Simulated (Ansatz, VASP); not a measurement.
# Cross-check of Ge2TeS (alpha-NaFeO2 type (invented)) between VASP and Ansatz

Wanted: the spread between two codes on one cell, functional and k mesh. The cell is generated by rule, not measured, and may not be a known phase. Of the first pair: The two relaxations start from unlike cells of this crystal (the structure described is Ansatz's start), so only their ends are compared.

Main program and level: Ansatz 0.2.0; plane waves, with VASP 6.6.1 beside it; relaxation of cell and atoms at PBEsol.

### Step 1. The structure

The structure is trigonal, space group R-3m (No. 166). The conventional cell has a = 3.896 Å, b = 3.896 Å, c = 19.087 Å, α = 90.00°, β = 90.00°, γ = 120.00°. Nearest to S lie 6 Ge at 2.75 Å. Nearest to Te lie 6 Ge at 2.75 Å. Nearest to Ge lie 3 Te at 2.75 Å and 3 S at 2.75 Å. Farther neighbours and most contacts between anions are not listed.

### Step 2. VASP: relaxation of cell and atoms, PBEsol, pair 1

The relaxed volume is the usual yardstick between codes: in a stiff, nearly cubic crystal its relative difference is about their pressure difference at one cell divided by the bulk modulus.

Lines of VASP's logs that name or quote its potential files are left out, and so is its time.

File INCAR:

```
SYSTEM = Ge2TeS
PREC = Accurate
ENCUT = 500
EDIFF = 1E-07
NELM = 120
ISMEAR = 0
SIGMA = 0.1
LREAL = .FALSE.
ALGO = Normal
GGA = PS
NBANDS = 26
LORBIT = 11
LWAVE = .FALSE.
LCHARG = .FALSE.
ISIF = 3
IBRION = 2
NSW = 80
EDIFFG = -0.005
LASPH = .TRUE.
GGA_COMPAT = .FALSE.
NELMIN = 4
KPAR = 2
```

File POSCAR:

```
Ge2TeS
1.0
    1.9955741273      1.1521453290      6.4433996247
   -1.9955741273      1.1521453290      6.4433996247
    0.0000000000     -2.3042906580      6.4433996247
S Te Ge
1 1 2
Direct
    0.0000000000      0.0000000000      0.0000000000
    0.5000000000      0.5000000000      0.5000000000
    0.2594417747      0.2594417747      0.2594417747
    0.7405582253      0.7405582253      0.7405582253
```

File KPOINTS:

```
Automatic mesh
0
Gamma
6 6 6
0 0 0
```

The projector-augmented-wave data sets are S, Te and Ge_d (PBE family, release 64).

Run with:

```console
$ mpirun -np 2 vasp_std
```

Numbers of over 12 decimals in the logs are rounded to 6 here.

The log of the run:

```text
[banner, memory and clock lines left out]
running    2 mpi-ranks, on    1 nodes
 distrk:  each k-point on    1 cores,    2 groups
 distr:  one band on    1 cores,    1 groups

 POSCAR found type information on POSCAR S TeGe
 POSCAR found :  3 types and       4 ions
|                                                                             |
|               ----> ADVICE to this user running VASP <----                  |
|                                                                             |
|     You enforced a specific xc type in the INCAR file but a different       |
|     [... a line on the potential file left out ...]
|     I HOPE YOU KNOW WHAT YOU ARE DOING!                                     |
|                                                                             |

 LDA part: xc-table for (Slater+PW92), standard interpolation
 POSCAR, INCAR and KPOINTS ok, starting setup
 FFT: planning ... GRIDC
 FFT: planning ... GRID_SOFT
 FFT: planning ... GRID
 WAVECAR not read
 entering main loop
       N       E                     dE             d eps       ncg     rms          rms(c)
DAV:   1     0.305479403616E+03    0.30548E+03   -0.19126E+04  1956   0.317E+03
DAV:   2     0.324881364155E+02   -0.27299E+03   -0.26663E+03  1680   0.665E+02
DAV:   3    -0.162442407523E+02   -0.48732E+02   -0.47848E+02  2112   0.166E+02
DAV:   4    -0.184840723024E+02   -0.22398E+01   -0.22313E+01  1938   0.379E+01
DAV:   5    -0.185399978087E+02   -0.55926E-01   -0.55878E-01  2230   0.677E+00    0.850E+00
DAV:   6    -0.183582625206E+02    0.18174E+00   -0.53386E-01  2272   0.472E+00    0.538E+00
DAV:   7    -0.183612466282E+02   -0.29841E-02   -0.15933E-01  2116   0.181E+00    0.154E+00
DAV:   8    -0.183594685420E+02    0.17781E-02   -0.14646E-02  2044   0.953E-01    0.207E-01
DAV:   9    -0.183594489866E+02    0.19555E-04   -0.16868E-03  2012   0.229E-01    0.118E-01
DAV:  10    -0.183594952424E+02   -0.46256E-04   -0.20131E-04  1922   0.695E-02    0.809E-02
DAV:  11    -0.183595080743E+02   -0.12832E-04   -0.27054E-05  2070   0.275E-02    0.153E-02
DAV:  12    -0.183595086613E+02   -0.58704E-06   -0.40999E-06  1688   0.105E-02    0.797E-03
DAV:  13    -0.183595087614E+02   -0.10010E-06   -0.10264E-06  1836   0.734E-03    0.177E-03
DAV:  14    -0.183595087520E+02    0.94178E-08   -0.56849E-08  1008   0.252E-03
   1 F= -.18359509E+02 E0= -.18358607E+02  d E =-.183595E+02
 curvature:   0.00 expect dE= 0.000E+00 dE for cont linesearch  0.000E+00
 trial: gam= 0.00000 g(F)=  0.137E-05 g(S)=  0.191E-04 ort = 0.000E+00 (trialstep = 0.100E+01)
 search vector abs. value=  0.204E-04
 bond charge predicted
       N       E                     dE             d eps       ncg     rms          rms(c)
DAV:   1    -0.183597407802E+02   -0.23202E-03   -0.38502E-03  2082   0.885E-01    0.978E-02
DAV:   2    -0.183595758683E+02    0.16491E-03   -0.32602E-04  2040   0.241E-01    0.449E-02
DAV:   3    -0.183595236068E+02    0.52261E-04   -0.10427E-04  2210   0.125E-01    0.122E-02
DAV:   4    -0.183595186427E+02    0.49642E-05   -0.55342E-06  2046   0.208E-02    0.753E-03
DAV:   5    -0.183595175250E+02    0.11177E-05   -0.68535E-07  1824   0.727E-03    0.350E-03
DAV:   6    -0.183595172590E+02    0.26591E-06   -0.21015E-07   958   0.660E-03    0.374E-04
DAV:   7    -0.183595172472E+02    0.11806E-07   -0.31021E-08   942   0.189E-03
   2 F= -.18359517E+02 E0= -.18358620E+02  d E =-.849521E-05
 trial-energy change:   -0.000008  1 .order   -0.000009   -0.000020    0.000002
 step:   0.8793(harm=  0.8934)  dis= 0.00016  next Energy=   -18.359517 (dE=-0.864E-05)
 reached required accuracy - stopping structural energy minimisation
```

From OUTCAR (step 2):

```text
ion  position               nearest neighbor table
   1  0.000  0.000  0.000-   4 2.71   4 2.71   3 2.71   3 2.71   4 2.71   3 2.71
   2  0.500  0.500  0.500-   3 2.92   3 2.92   4 2.92   4 2.92   3 2.92   4 2.92
   3  0.259  0.259  0.259-   1 2.71   1 2.71   1 2.71   2 2.92   2 2.92   2 2.92
   4  0.741  0.741  0.741-   1 2.71   1 2.71   1 2.71   2 2.92   2 2.92   2 2.92

  LATTYP: Found a trigonal (rhomboedric) cell.
 ALAT       =     6.8430368756
 COS(alpha) =     0.8299142218

 Subroutine GETGRP returns: Found 12 space group operations
 (whereof 12 operations were pure point group operations)

The static configuration has the point symmetry D_3d.

 Found     32 irreducible k-points:

   k-points           NKPTS =     32   k-points in BZ     NKDIM =     32   number of bands    NBANDS=     26

   dimension x,y,z NGX =    50 NGY =   50 NGZ =   50
   dimension x,y,z NGXF=   100 NGYF=  100 NGZF=  100

   ENCUT  =  500.0 eV  36.75 Ry    6.06 a.u.  12.48 12.48 12.48*2*pi/ulx,y,z

   NELECT =      40.0000    total number of electrons

 k-points in reciprocal lattice and weights: Automatic mesh
   0.00000000  0.00000000  0.00000000       0.005
   0.16666667  0.00000000  0.00000000       0.028
   0.33333333  0.00000000  0.00000000       0.028
   0.50000000  0.00000000  0.00000000       0.014
   0.16666667  0.16666667  0.00000000       0.028
   0.33333333  0.16666667  0.00000000       0.056
   0.50000000  0.16666667  0.00000000       0.056
  -0.33333333  0.16666667 -0.00000000       0.056
  -0.16666667  0.16666667  0.00000000       0.028
[...]
-0.33333333  0.50000000  0.33333333       0.028
   0.50000000  0.50000000  0.50000000       0.005

 average (electrostatic) potential at core
       1 -85.6301       2 -87.8979       3 -72.8901       4 -72.8901

 E-fermi :   6.7214

 k-point     1 :       0.0000    0.0000    0.0000
  band No.  band energies     occupation
    ...
     16       3.5362      2.00000
     17       4.3608      2.00000
     18       5.3755      2.00000
     19       5.3755      2.00000
     20       6.6621      1.59865
     21       6.8919      0.01594
     22       6.8919      0.01594
     23       6.8991      0.01201
     24      10.6754      0.00000
     25      10.6754      0.00000
    ...

 k-point     2 :       0.1667    0.0000    0.0000
  band No.  band energies     occupation
    ...
     16       3.1850      2.00000
     17       4.0757      2.00000
     18       4.7528      2.00000
     19       4.9997      2.00000
     20       5.4587      2.00000
     21       7.8194      0.00000
     22       8.0645      0.00000
     23       8.5944      0.00000
     24      10.1303      0.00000
     25      10.3550      0.00000
    ...

 k-point     3 :       0.3333    0.0000    0.0000
  band No.  band energies     occupation
    ...
     16       2.6542      2.00000
     17       3.5368      2.00000
     18       4.0199      2.00000
     19       4.0378      2.00000
     20       4.6967      2.00000
     21       8.3904      0.00000
     22       9.0658      0.00000
     23       9.5871      0.00000
     24       9.9941      0.00000
     25      10.1144      0.00000
    ...

  Total       -0.0030832     -0.0030832     -0.0049442      0.0000000      0.0000000      0.0000000
  in kB       -0.0555283     -0.0555284     -0.0890447      0.0000000      0.0000000      0.0000000
  external PRESSURE =      -0.0667005 kB  Pullay stress =       0.0000000 kB

  energy-cutoff  :      500.00
  volume of cell :       88.96
      direct lattice vectors                 reciprocal lattice vectors
     1.996165411  1.152486707  6.444902152     0.250480244  0.144614828  0.051720465
    -1.996165411  1.152486707  6.444902152    -0.250480244  0.144614828  0.051720465
     0.000000000 -2.304973414  6.444902152     0.000000000 -0.289229656  0.051720465

 POSITION                                       TOTAL-FORCE (eV/Angst)
 -----------------------------------------------------------------------------------
      0.00000      0.00000      0.00000         0.000000      0.000000     -0.000000
      0.00000      0.00000      9.66735        -0.000000      0.000000      0.000000
      0.00000      0.00000      5.01641         0.000000     -0.000000      0.001486
      0.00000      0.00000     14.31829         0.000000      0.000000     -0.001486
 -----------------------------------------------------------------------------------
    total drift:                                0.000000      0.000000     -0.000000

  FREE ENERGIE OF THE ION-ELECTRON SYSTEM (eV)
  ---------------------------------------------------
  free  energy   TOTEN  =       -18.3595172472 eV

  energy  without entropy=      -18.3577236236  energy(sigma->0) =      -18.35862044

 reached required accuracy - stopping structural energy minimisation

 total charge
# of ion       s       p       d       tot
------------------------------------------
    1        1.366   2.253   0.000   3.619
    2        1.378   1.969   0.043   3.390
    3        1.339   0.744  10.029  12.112
    4        1.339   0.744  10.029  12.112
--------------------------------------------------
tot          5.423   5.709  20.101  31.233

[... 3 further parts left out ...]
```

CONTCAR:

```
Ge2TeS
   1.00000000000000
     1.9961654109427325    1.1524867068320019    6.4449021522516148
    -1.9961654109427325    1.1524867068320019    6.4449021522516148
     0.0000000000000000   -2.3049734136640039    6.4449021522516148
  S               Te              Ge
     1     1     2
Direct
     0.0000000000000000    0.0000000000000000    0.0000000000000000
     0.5000000000000000    0.5000000000000000    0.5000000000000000
     0.2594511848875256    0.2594511848875256    0.2594511848875256
     0.7405488151124744    0.7405488151124744    0.7405488151124744
```

The run keeps the 12 symmetry operations of its start, so it cannot find a distortion of lower symmetry.

(Part 1 of 2 ends here.)

[Lines on the potential files, build, host, timing and source positions are cut from VASP's logs without a mark.]

[Logs are printed without paths, hosts, clocks, repeated set-up lines and the standing remarks that a program may print on its own settings, such as how far it seeks lower states.]

[Hosts, paths, dates, database ids (printed as entryN), source tags and the programs' standing remarks are cut or masked in the printed files.]
